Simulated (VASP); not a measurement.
All values below come from PW91 GGA, VASP's PBE PAW potentials (set 64) (plane waves; VASP).

The input files of a VASP run:

### INCAR
```
! general
SYSTEM  = NiSb
PREC    = Accurate
ENCUT   = 520   ! plane-wave cut-off (eV)
LREAL   = F   ! projection in real space or not
LASPH   = T   ! aspherical one-centre terms
ICHARG  = 11

! electronic loop
EDIFF   = 1E-7   ! SCF stop (eV)
NELM    = 100
ALGO    = Normal   ! blocked Davidson
LMAXMIX = 4   ! l cut-off of mixed one-centre charges

! smearing
ISMEAR  = 0   ! Gaussian
SIGMA   = 0.05   ! width (eV)

! functional
GGA     = 91

! output
LWAVE   = F
LCHARG  = F
LORBIT  = 11   ! lm-projected
```

### POSCAR
```
NiSb
1
    1.9869988129    -3.4415830671    -0.0000000000
    1.9869988129     3.4415830671     0.0000000000
    0.0000000000     0.0000000000     5.1772040690
Ni Sb
2 2
Direct
  0.0000000000   0.0000000000   0.5000000000
  0.0000000000   0.0000000000   0.0000000000
  0.3333330000   0.6666670000   0.2500000000
  0.6666670000   0.3333330000   0.7500000000
```

**KPOINTS**
```
k-points along high-symmetry lines
10
Line-mode
Reciprocal
  0.000000   0.000000   0.000000 ! GAMMA
 -0.000000   0.500000   0.000000 ! M

 -0.000000   0.500000   0.000000 ! M
 -0.333333   0.666667   0.000000 ! K

 -0.333333   0.666667   0.000000 ! K
  0.000000   0.000000   0.000000 ! GAMMA

  0.000000   0.000000   0.000000 ! GAMMA
  0.000000   0.000000   0.500000 ! A

  0.000000   0.000000   0.500000 ! A
 -0.000000   0.500000   0.500000 ! L

 -0.000000   0.500000   0.500000 ! L
 -0.333333   0.666667   0.500000 ! H

 -0.333333   0.666667   0.500000 ! H
  0.000000   0.000000   0.500000 ! A

 -0.000000   0.500000   0.500000 ! L
 -0.000000   0.500000   0.000000 ! M

 -0.333333   0.666667   0.500000 ! H
 -0.333333   0.666667   0.000000 ! K
```

POTCAR, in this order: Ni Sb (PBE.64 set). Program: vasp_std. Read from the step before: CHGCAR.

The resulting files:

File OUTCAR:
```
 ion  position               nearest neighbor table
   1  0.000  0.000  0.500-   2 2.59   2 2.59   4 2.63   3 2.63   4 2.63   3 2.63   4 2.63   3 2.63
  LATTYP: Found a hexagonal cell.
 ALAT       =     3.9739977718
 C/A-ratio  =     1.3027697463
 Subroutine PRICEL returns:
 Original cell was already a primitive cell.
 Subroutine GETGRP returns: Found 24 space group operations
The static configuration has the point symmetry D_3d.
 The point group associated with its full space group is D_6h.
The dynamic configuration has the point symmetry D_3d.
 Subroutine INISYM returns: Found 24 space group operations
   k-points           NKPTS =     90   k-points in BZ     NKDIM =     90   number of bands    NBANDS=     19
   number of dos      NEDOS =    301   number of ions     NIONS =      4
   total plane-waves  NPLWV =  36000
   dimension x,y,z NGX =    30 NGY =   30 NGZ =   40
   dimension x,y,z NGXF=    60 NGYF=   60 NGZF=   80
   ions per type =               2   2
   PREC   = accura    normal or accurate (medium, high low for compatibility)
   ISTART =      0    job   : 0-new  1-cont  2-samecut
   ICHARG =     11    charge: 1-file 2-atom 10-const
   ISPIN  =      1    spin polarized calculation?
   LNONCOLLINEAR =      F non collinear calculations
   LSORBIT =      F    spin-orbit coupling
   INIWAV =      1    electr: 0-lowe 1-rand  2-diag
   ENCUT  =  520.0 eV  38.22 Ry    6.18 a.u.   7.39  7.39  9.63*2*pi/ulx,y,z
   NELM   =    100;   NELMIN=  2; NELMDL= -5     # of ELM steps
   EDIFF  = 0.1E-06   stopping-criterion for ELM
   LREAL  =      F    real-space projection
   NLSPLINE    = F    spline interpolate recip. space projectors
   LMAXMIX     =    4 max onsite mixed and CHGCAR
   VOSKOWN=      0    Vosko Wilk Nusair interpolation
   EDIFFG = 0.1E-05   stopping-criterion for IOM
   NSW    =      0    number of steps for IOM
   NBLOCK =      1;   KBLOCK =      1    inner block; outer block
   IBRION =     -1    ionic relax: 0-MD 1-quasi-New 2-CG
   NFREE  =      0    steps in history (QN), initial steepest desc. (CG)
   ISIF   =      2    stress and relaxation
   ISYM   =      2    0-nonsym 1-usesym 2-fastsym
   TEIN   =    0.0    initial temperature
   TEBEG  =    0.0;   TEEND  =   0.0 temperature during run
   SMASS  =  -3.00    Nose mass-parameter (am)
   PSTRESS=    0.0 pullay stress
   NELECT =      30.0000    total number of electrons
   EFERMI =   0.00;   METHOD = LEGACY
   ISMEAR =     0;   SIGMA  =   0.05  broadening in eV -4-tet -1-fermi 0-gaus
   IALGO  =     38    algorithm
   LDIAG  =      T    sub-space diagonalisation (order eigenvalues)
   IMIX   =      4    mixing-type and parameters
     AMIX     =   0.40;   BMIX     =  1.00
     AMIX_MAG =   1.60;   BMIX_MAG =  1.00
     AMIN     =   0.10
   GGA     = 91    functional components
   VOSKOWN =     0    Vosko Wilk Nusair interpolation
   LHFCALC =     F    Hartree Fock is set to
   LHFONE  =     F    Hartree Fock one center treatment
   AEXX    =    0.0000 exact exchange contribution
   IVDW    =     0    specifies the selected vdW correction
   LEPSILON=     F    determine dielectric tensor
   LRPA    =     F    only Hartree local field effects (RPA)
  energy-cutoff  :      520.00
  volume of cell :       70.81
      direct lattice vectors                 reciprocal lattice vectors
     1.986998813 -3.441583067  0.000000000     0.251635782 -0.145281979  0.000000000
     1.986998813  3.441583067  0.000000000     0.251635782  0.145281979  0.000000000
     0.000000000  0.000000000  5.177204069     0.000000000  0.000000000  0.193154449
 k-point     1 :   0.0000 0.0000 0.0000  plane waves:    1921
 k-point     2 :   0.0000 0.0556 0.0000  plane waves:    1915
 k-point     3 :   0.0000 0.1111 0.0000  plane waves:    1913
 k-point     4 :   0.0000 0.1667 0.0000  plane waves:    1905
 k-point     5 :   0.0000 0.2222 0.0000  plane waves:    1909
 k-point     6 :   0.0000 0.2778 0.0000  plane waves:    1903
 k-point     7 :   0.0000 0.3333 0.0000  plane waves:    1923
 k-point     8 :   0.0000 0.3889 0.0000  plane waves:    1917
 k-point     9 :   0.0000 0.4444 0.0000  plane waves:    1916
...
```

**OSZICAR**
```
       N       E                     dE             d eps       ncg     rms          rms(c)
DAV:   1     0.162879870944E+03    0.16288E+03   -0.12836E+04  3420   0.162E+03
DAV:   2    -0.115590586268E+02   -0.17444E+03   -0.16987E+03  3471   0.320E+02
DAV:   3    -0.197861790593E+02   -0.82271E+01   -0.79399E+01  3995   0.837E+01
DAV:   4    -0.199917263408E+02   -0.20555E+00   -0.20202E+00  3777   0.120E+01
DAV:   5    -0.199981679512E+02   -0.64416E-02   -0.64385E-02  4323   0.226E+00
DAV:   6    -0.199984132494E+02   -0.24530E-03   -0.24529E-03  4416   0.360E-01
DAV:   7    -0.199984167504E+02   -0.35010E-05   -0.35015E-05  4441   0.388E-02
DAV:   8    -0.199984168445E+02   -0.94090E-07   -0.93891E-07  3182   0.457E-03
   1 F= -.19998417E+02 E0= -.19995314E+02  d E =-.620577E-02
```

File OUTCAR:
```
 val. band max:        9.7057779267   @ k =  -0.0370   0.0741   0.5000

 cond. band min:       9.7221774889   @ k =   0.0000   0.3333   0.0000



 k-point     1 :       0.0000    0.0000    0.0000
  band No.  band energies     occupation
      1      -3.1721      2.00000
      2       1.1683      2.00000
      3       3.4977      2.00000
      4       5.7494      2.00000
      5       5.7494      2.00000
      6       6.5034      2.00000
      7       7.0708      2.00000
      8       7.0708      2.00000
      9       7.5004      2.00000
     10       7.5004      2.00000
     11       8.2415      2.00000
     12       8.2415      2.00000
     13       9.4873      2.00000
     14      10.1022      0.00000
     15      10.1022      0.00000
     16      11.9178      0.00000
     17      11.9178      0.00000
     18      12.6720      0.00000
     19      13.3937      0.00000

 k-point     2 :       0.0000    0.0556    0.0000
  band No.  band energies     occupation
      1      -3.1346      2.00000
      2       1.1665      2.00000
      3       3.5402      2.00000
      4       5.7428      2.00000
      5       5.7574      2.00000
      6       6.4906      2.00000
      7       7.0418      2.00000
      8       7.0550      2.00000
      9       7.4777      2.00000
     10       7.5073      2.00000
     11       8.2392      2.00000
     12       8.2417      2.00000
     13       9.4761      2.00000
     14       9.7699      0.11021
     15       9.9523      0.00000
     16      11.6489      0.00000
     17      12.0553      0.00000
     18      13.1551      0.00000
     19      13.3395      0.00000

 k-point     3 :       0.0000    0.1111    0.0000
  band No.  band energies     occupation
      1      -3.0224      2.00000
      2       1.1583      2.00000
      3       3.6670      2.00000
      4       5.7161      2.00000
      5       5.7812      2.00000
      6       6.4419      2.00000
      7       6.9566      2.00000
      8       7.0107      2.00000
...
```

The density is held fixed in this step, so its total energy and stress have no physical meaning. Unless said otherwise, spin-orbit coupling is left out, though it shifts the bands of the heavy elements here.

The compound is NiSb in the NiAs type structure. It was relaxed first. The run is not spin-polarised, so no magnetic state was tried.
